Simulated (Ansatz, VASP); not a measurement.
**RbHPd: VASP beside Ansatz**

Aim: how closely do two programs agree when they are given the same cell, functional and k mesh? The cell is generated by rule, not measured, and may not be a known phase. The cell is taken from a series of runs on this material, whose earlier steps may have relaxed, scaled, displaced or heated it; both programs get it as it stands.

Main program and level: Ansatz 0.2.0; plane waves, with VASP 6.6.1 beside it; zone-centre phonons at PBEsol.

The structure was built from a prototype and need not be the compound's stable phase.

### Step 1. Set-up

Symmetry: Cmme, No. 67, orthorhombic system. Conventional cell: a = 6.785 Å, b = 8.600 Å, c = 4.307 Å, α = 90.00°, β = 90.00°, γ = 90.00°. Rb has 4 H at 3.04 to 3.05 Å and 2 Rb at 3.39 Å nearest. H has 2 Pd at 1.70 Å and 4 Rb at 3.04 to 3.05 Å nearest. Nearest to Pd lie 2 H at 1.70 Å. Farther neighbours are not listed.

As a file:

```cif
data_structure
_symmetry_space_group_name_H-M 'Cmme'
_symmetry_Int_Tables_number 67
_cell_length_a 6.7848
_cell_length_b 8.5996
_cell_length_c 4.3070
_cell_angle_alpha 90.000
_cell_angle_beta 90.000
_cell_angle_gamma 90.000
_cell_volume 251.30
loop_
_atom_site_label
_atom_site_type_symbol
_atom_site_symmetry_multiplicity
_atom_site_Wyckoff_symbol
_atom_site_fract_x
_atom_site_fract_y
_atom_site_fract_z
_atom_site_occupancy
Rb1 Rb 4 d 0.00000 0.00000 0.50000 1
H1 H 4 g 0.50000 0.75000 0.99844 1
Pd1 Pd 4 e 0.25000 0.75000 0.00000 1
```

### Step 2. VASP: zone-centre phonons, PBEsol

Second derivatives magnify differences that forces hide, and they need a tight electronic threshold.

Lines of VASP's logs that name or quote its potential files are left out, and so is its time.

The input, INCAR:

```
SYSTEM = RbHPd
PREC = Accurate
ENCUT = 500
EDIFF = 1E-08
NELM = 120
ISMEAR = 0
SIGMA = 0.01
LREAL = .FALSE.
ALGO = Normal
GGA = PS
NBANDS = 26
LASPH = .TRUE.
LORBIT = 11
LWAVE = .FALSE.
LCHARG = .FALSE.
ISIF = 2
IBRION = 8
LEPSILON = .TRUE.
GGA_COMPAT = .FALSE.
EFERMI = MIDGAP
KPAR = 2
```

The input, POSCAR:

```
RbHPd
1.0
    3.3923883097     -4.2997992379      0.0000000000
    3.3923883097      4.2997992379      0.0000000000
    0.0000000000      0.0000000000      4.3070326981
Rb H Pd
2 2 2
Direct
    0.0000000000      0.0000000000      0.5000000000
    0.5000000000      0.5000000000      0.5000000000
    0.7500000000      0.2500000000      0.9984444618
    0.2500000000      0.7500000000      0.0015555382
    0.5000000000      0.0000000000      0.0000000000
    0.0000000000      0.5000000000      0.0000000000
```

The input, KPOINTS:

```
Automatic mesh
0
Gamma
4 4 6
0 0 0
```

The projector-augmented-wave data sets are Rb_sv, H and Pd (PBE family, release 64).

Run with:

```
> mpirun -np 2 vasp_std
```

Numbers of over 12 decimals in the logs are rounded to 6 here.

Log:

```text
[banner, memory and clock lines left out]
running    2 mpi-ranks, on    1 nodes
 distrk:  each k-point on    1 cores,    2 groups
 distr:  one band on    1 cores,    1 groups

 POSCAR found type information on POSCAR RbH Pd
 POSCAR found :  3 types and       6 ions
|                                                                             |
|               ----> ADVICE to this user running VASP <----                  |
|                                                                             |
|     You enforced a specific xc type in the INCAR file but a different       |
|     [... a line on the potential file left out ...]
|     I HOPE YOU KNOW WHAT YOU ARE DOING!                                     |
|                                                                             |

 LDA part: xc-table for (Slater+PW92), standard interpolation
 POSCAR, INCAR and KPOINTS ok, starting setup
 FFT: planning ... GRIDC
 FFT: planning ... GRID_SOFT
 FFT: planning ... GRID
 WAVECAR not read
 entering main loop
       N       E                     dE             d eps       ncg     rms          rms(c)
DAV:   1     0.231716323531E+03    0.23172E+03   -0.18377E+04  1456   0.134E+03
DAV:   2    -0.865684365395E+01   -0.24037E+03   -0.23305E+03  1852   0.283E+02
DAV:   3    -0.216087520473E+02   -0.12952E+02   -0.12893E+02  2046   0.641E+01
DAV:   4    -0.219585478666E+02   -0.34980E+00   -0.34923E+00  2030   0.828E+00
DAV:   5    -0.219644323420E+02   -0.58845E-02   -0.58839E-02  1908   0.100E+00    0.882E+00
DAV:   6    -0.211769324541E+02    0.78750E+00   -0.88110E-01  1634   0.382E+00    0.523E+00
DAV:   7    -0.209452553308E+02    0.23168E+00   -0.88618E-01  1636   0.442E+00    0.136E+00
DAV:   8    -0.209443949147E+02    0.86042E-03   -0.80218E-02  2028   0.137E+00    0.894E-01
DAV:   9    -0.209431542535E+02    0.12407E-02   -0.13368E-02  1670   0.749E-01    0.137E-01
DAV:  10    -0.209430689161E+02    0.85337E-04   -0.89489E-04  1884   0.147E-01    0.560E-02
DAV:  11    -0.209430910336E+02   -0.22118E-04   -0.85216E-05  1820   0.505E-02    0.886E-03
DAV:  12    -0.209430913709E+02   -0.33738E-06   -0.32545E-06  2010   0.846E-03    0.422E-03
DAV:  13    -0.209430915475E+02   -0.17658E-06   -0.61705E-07  1710   0.450E-03    0.675E-04
DAV:  14    -0.209430915316E+02    0.15889E-07   -0.28293E-08  1832   0.784E-04    0.332E-04
DAV:  15    -0.209430915028E+02    0.28877E-07   -0.92843E-09  1028   0.574E-04    0.867E-05
DAV:  16    -0.209430915047E+02   -0.19804E-08   -0.10842E-09   812   0.189E-04
   1 F= -.20943092E+02 E0= -.20943092E+02  d E =0.000000E+00
 Linear response reoptimize wavefunctions to high precision
DAV:   1    -0.209430915083E+02   -0.35429E-08   -0.31918E-10   818   0.115E-04
DAV:   2    -0.209430915083E+02   -0.36380E-11   -0.57855E-11   812   0.387E-05
 Linear response G [H, r] |phi>, progress :
  Direction:   1
       N       E                     dE             d eps       ncg     rms
RMM:   1    -0.159674773616E+03   -0.15967E+03    0.43021E+02  2790   0.981E+01
RMM:   2    -0.156421823506E+03    0.32530E+01   -0.15579E+01  2557   0.179E+01
RMM:   3    -0.156959872126E+03   -0.53805E+00   -0.29963E+00  2794   0.396E+00
RMM:   4    -0.157033690007E+03   -0.73818E-01   -0.76606E-01  3088   0.146E+00
RMM:   5    -0.157053313554E+03   -0.19624E-01   -0.38104E-02  3060   0.428E-01
RMM:   6    -0.157055742621E+03   -0.24291E-02   -0.15962E-02  3254   0.193E-01
RMM:   7    -0.157056102118E+03   -0.35950E-03   -0.35446E-03  3310   0.752E-02
RMM:   8    -0.157056152726E+03   -0.50608E-04   -0.57080E-05  3265   0.362E-02
RMM:   9    -0.157056165245E+03   -0.12519E-04   -0.71075E-04  3124   0.213E-02
RMM:  10    -0.157056167666E+03   -0.24211E-05   -0.26388E-04  2975   0.141E-02
RMM:  11    -0.157056169186E+03   -0.15193E-05   -0.34160E-04  2752   0.104E-02
RMM:  12    -0.157056169069E+03    0.11614E-06   -0.23669E-04  2559   0.841E-03
RMM:  13    -0.157056169373E+03   -0.30399E-06   -0.26866E-04  2341   0.715E-03
RMM:  14    -0.157056169275E+03    0.98703E-07   -0.18072E-04  2200   0.636E-03
RMM:  15    -0.157056169261E+03    0.14195E-07   -0.17670E-04  2081   0.583E-03
RMM:  16    -0.157056169221E+03    0.39533E-07   -0.15377E-04  2069   0.548E-03
RMM:  17    -0.157056169189E+03    0.32234E-07   -0.13031E-04  2062   0.523E-03
RMM:  18    -0.157056169184E+03    0.47104E-08   -0.16501E-04  2064   0.507E-03
RMM:  19    -0.157056169119E+03    0.65233E-07   -0.15306E-04  2057   0.495E-03
RMM:  20    -0.157056169124E+03   -0.55539E-08   -0.15619E-04  2063   0.487E-03
 Linear response G [H, r] |phi>, progress :
  Direction:   2
       N       E                     dE             d eps       ncg     rms
RMM:   1    -0.154235336761E+03   -0.15424E+03    0.56061E+02  2872   0.100E+02
RMM:   2    -0.162075675611E+03   -0.78403E+01   -0.18530E+01  2676   0.200E+01
[...]
RMM:   9    -0.234086272318E+00    0.50944E-06   -0.52250E-07  4264   0.479E-04    0.266E-05
RMM:  10    -0.234086147753E+00    0.12457E-06   -0.40486E-07  4388   0.294E-04    0.223E-05
RMM:  11    -0.234086107651E+00    0.40102E-07   -0.31028E-07  4441   0.214E-04    0.221E-05
RMM:  12    -0.234086102312E+00    0.53389E-08   -0.16128E-07  4256   0.178E-04    0.147E-05
RMM:  13    -0.234086038590E+00    0.63722E-07   -0.15175E-07  3913   0.164E-04    0.703E-06
[...]
RMM:   9    -0.159549585824E-01   -0.19249E-07   -0.10951E-07  4136   0.149E-04    0.272E-05
RMM:  10    -0.159549583841E-01    0.19821E-09   -0.12116E-08  4095   0.685E-05    0.139E-05
 first order change of Fermi-energy  -0.10663E-04
 force on displaced ion       3 direction 2 :   0.000  -0.124  -0.000
 Born effective charge ion    3 direction 2 :   0.000  -0.448   0.000
 Linear response progress:
  Degree of freedom:   6/  9
       N       E                     dE             d eps       ncg     rms          rms(c)
RMM:   1    -0.154071463156E-01   -0.15407E-01    0.58673E-03  3105   0.378E-01
RMM:   2    -0.151839835037E-01    0.22316E-03   -0.43864E-04  2435   0.731E-02    0.761E-02
RMM:   3    -0.154092330440E-01   -0.22525E-03   -0.13718E-04  2466   0.382E-02    0.434E-02
RMM:   4    -0.157829309352E-01   -0.37370E-03   -0.64712E-05  2407   0.279E-02    0.769E-03
RMM:   5    -0.158589188639E-01   -0.75988E-04   -0.78633E-06  2691   0.957E-03    0.966E-04
RMM:   6    -0.158615515715E-01   -0.26327E-05   -0.90510E-07  2887   0.248E-03    0.474E-04
RMM:   7    -0.158625765889E-01   -0.10250E-05   -0.20700E-07  2965   0.920E-04    0.154E-04
RMM:   8    -0.158629169626E-01   -0.34037E-06   -0.18695E-08  3119   0.357E-04    0.517E-05
RMM:   9    -0.158630066434E-01   -0.89681E-07   -0.29232E-08  3132   0.146E-04    0.157E-05
RMM:  10    -0.158629884212E-01    0.18222E-07   -0.13432E-08  3289   0.596E-05    0.763E-06
RMM:  11    -0.158629851663E-01    0.32550E-08   -0.45399E-09  3260   0.333E-05    0.203E-06
 first order change of Fermi-energy  -0.29731E-02
 force on displaced ion       3 direction 3 :  -0.000   0.000  -0.121
 Born effective charge ion    3 direction 3 :   0.000   0.000  -0.456
 Linear response progress:
  Degree of freedom:   7/  9
       N       E                     dE             d eps       ncg     rms          rms(c)
RMM:   1    -0.266532289344E+00   -0.26653E+00   -0.23423E-01  3043   0.249E+00
RMM:   2    -0.263484318834E+00    0.30480E-02   -0.46677E-03  2881   0.333E-01    0.104E-01
RMM:   3    -0.263975211303E+00   -0.49089E-03   -0.83537E-04  2816   0.108E-01    0.539E-02
RMM:   4    -0.264501855248E+00   -0.52664E-03   -0.12698E-04  2969   0.419E-02    0.214E-02
RMM:   5    -0.264791681503E+00   -0.28983E-03   -0.68021E-06  3228   0.135E-02    0.167E-03
RMM:   6    -0.264806003021E+00   -0.14322E-04   -0.96070E-07  3695   0.385E-03    0.679E-04
RMM:   7    -0.264801077055E+00    0.49260E-05    0.33968E-07  3891   0.145E-03    0.271E-04
RMM:   8    -0.264800889778E+00    0.18728E-06   -0.29692E-07  3965   0.643E-04    0.122E-04
RMM:   9    -0.264800867497E+00    0.22281E-07   -0.17218E-07  4052   0.331E-04    0.377E-05
RMM:  10    -0.264800534644E+00    0.33285E-06   -0.24819E-07  4235   0.167E-04    0.155E-05
RMM:  11    -0.264800447640E+00    0.87004E-07   -0.58732E-08  4410   0.109E-04    0.628E-06
RMM:  12    -0.264800449814E+00   -0.21747E-08   -0.91962E-08  4337   0.834E-05    0.211E-06
 first order change of Fermi-energy  -0.15125E-04
 force on displaced ion       5 direction 1 : -12.992  -0.000   0.052
 Born effective charge ion    5 direction 1 :  -0.410   0.000   0.001
 Linear response progress:
  Degree of freedom:   8/  9
       N       E                     dE             d eps       ncg     rms          rms(c)
RMM:   1    -0.269054502916E+00   -0.26905E+00   -0.24817E-01  3144   0.246E+00
RMM:   2    -0.268779325791E+00    0.27518E-03   -0.41883E-03  3003   0.320E-01    0.108E-01
RMM:   3    -0.269073096170E+00   -0.29377E-03   -0.13038E-04  2920   0.572E-02    0.619E-02
RMM:   4    -0.269494011451E+00   -0.42092E-03   -0.17713E-04  2962   0.600E-02    0.963E-03
RMM:   5    -0.269428692816E+00    0.65319E-04   -0.88465E-06  3428   0.105E-02    0.653E-03
RMM:   6    -0.269297531498E+00    0.13116E-03   -0.28648E-06  3174   0.800E-03    0.125E-03
RMM:   7    -0.269315124108E+00   -0.17593E-04   -0.51507E-07  3414   0.301E-03    0.674E-04
RMM:   8    -0.269300198963E+00    0.14925E-04    0.72680E-07  3783   0.101E-03    0.110E-04
RMM:   9    -0.269300085738E+00    0.11322E-06   -0.95054E-08  4081   0.378E-04    0.557E-05
RMM:  10    -0.269300512206E+00   -0.42647E-06   -0.71976E-09  4134   0.199E-04    0.153E-05
RMM:  11    -0.269300550268E+00   -0.38062E-07   -0.70298E-08  4418   0.126E-04    0.894E-06
RMM:  12    -0.269300503317E+00    0.46951E-07   -0.27640E-08  4276   0.989E-05    0.365E-06
RMM:  13    -0.269300479060E+00    0.24257E-07   -0.41883E-08  4295   0.908E-05    0.760E-07
RMM:  14    -0.269300483359E+00   -0.42990E-08   -0.58376E-08  4143   0.868E-05    0.315E-07
 first order change of Fermi-energy  -0.33170E-04
 force on displaced ion       5 direction 2 :  -0.000  -1.783   0.000
 Born effective charge ion    5 direction 2 :   0.000  -0.957   0.000
 Linear response progress:
  Degree of freedom:   9/  9
       N       E                     dE             d eps       ncg     rms          rms(c)
RMM:   1    -0.265718037655E+00   -0.26572E+00   -0.24752E-01  2993   0.246E+00
RMM:   2    -0.265530984853E+00    0.18705E-03   -0.41354E-03  2855   0.317E-01    0.106E-01
RMM:   3    -0.265811357291E+00   -0.28037E-03   -0.11669E-04  2912   0.540E-02    0.616E-02
RMM:   4    -0.266277638867E+00   -0.46628E-03   -0.18925E-04  2949   0.611E-02    0.104E-02
RMM:   5    -0.266235270021E+00    0.42369E-04   -0.81379E-06  3191   0.984E-03    0.782E-03
RMM:   6    -0.266117729825E+00    0.11754E-03   -0.65434E-06  3060   0.112E-02    0.157E-03
RMM:   7    -0.266130230565E+00   -0.12501E-04   -0.83400E-07  3199   0.369E-03    0.861E-04
RMM:   8    -0.266113732776E+00    0.16498E-04    0.27827E-07  3502   0.115E-03    0.125E-04
RMM:   9    -0.266111966485E+00    0.17663E-05    0.10795E-08  3791   0.418E-04    0.990E-05
RMM:  10    -0.266113078111E+00   -0.11116E-05    0.49626E-08  3792   0.194E-04    0.330E-05
RMM:  11    -0.266113515829E+00   -0.43772E-06    0.14543E-08  3973   0.119E-04    0.775E-06
RMM:  12    -0.266113504971E+00    0.10858E-07   -0.60371E-08  4224   0.792E-05    0.448E-06
RMM:  13    -0.266113475085E+00    0.29886E-07    0.13901E-08  4121   0.648E-05    0.259E-06
RMM:  14    -0.266113449796E+00    0.25289E-07   -0.18669E-08  3705   0.613E-05    0.559E-07
RMM:  15    -0.266113447496E+00    0.22999E-08   -0.14247E-08  3427   0.590E-05    0.572E-07
 first order change of Fermi-energy   0.48791E-04
 force on displaced ion       5 direction 3 :   0.052   0.000  -2.231
 Born effective charge ion    5 direction 3 :  -0.007   0.000  -0.989
 Born effective charges drift removed
 Linear response finished
```

[end of part 1 of 3]

[Lines on the potential files, build, host, timing and source positions are cut from VASP's logs without a mark.]

[Logs are printed without paths, hosts, clocks, repeated set-up lines and the standing remarks that a program may print on its own settings, such as how far it seeks lower states.]

[Hosts, paths, dates, database ids (printed as entryN), source tags and the programs' standing remarks are cut or masked in the printed files.]
